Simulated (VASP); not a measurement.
Runs of VASP 6.6.1 on Ga2PN. It takes space group R-3m (No. 166, trigonal). The conventional cell has a = 3.253 Å, b = 3.253 Å, c = 16.940 Å, α = 90.00°, β = 90.00°, γ = 120.00°. N (site symmetry -3m) is surrounded by 6 Ga at 2.22 Å. P (site symmetry -3m) has 6 Ga at 2.49 Å as nearest neighbours. Ga (site symmetry 3m) has 3 N at 2.22 Å and 3 P at 2.49 Å as nearest neighbours. The cell was built by a generator and needn't be a form met in nature.

| task | level | cell | k mesh | cutoff (eV) | gap on the mesh (eV) | pressure (GPa) | largest force (eV/Å) |
| --- | --- | --- | --- | --- | --- | --- | --- |
| single point | r2SCAN | R-3m, 12.93 Å³/atom | 8 × 8 × 8 | 520 | none | (a) | 0.05 |
| relaxation of cell and atoms | PBE | relaxed | 8 × 8 × 8 | 600 | none | 0.0 | - |
| single point | r2SCAN | R-3m, 12.93 Å³/atom | 10 × 10 × 10 | 520 | none | (b) | 0.06 |
| single point | PBE | R-3m, 13.35 Å³/atom | 8 × 8 × 8 | 520 | none | 0.2 | 0.03 |

Alike in all rows: potentials or basis VASP PAW PBE potentials, release 64 (N, P, Ga_d); no spin polarisation; smearing fermi-dirac 0.02 eV.

Task: Estimate the missing entries.

Result: (a) 0.1; (b) 0.3.

Caveats: the PAW data sets were made with another functional, which shifts forces and pressure a little (some runs); the volume moved by over 15 % at a fixed basis, so the end points are rough (some runs).

A k mesh can miss the band edges, and the runs leave out spin-orbit coupling on Ga.

A gap of «none» marks a metal or a gap under the smearing width.
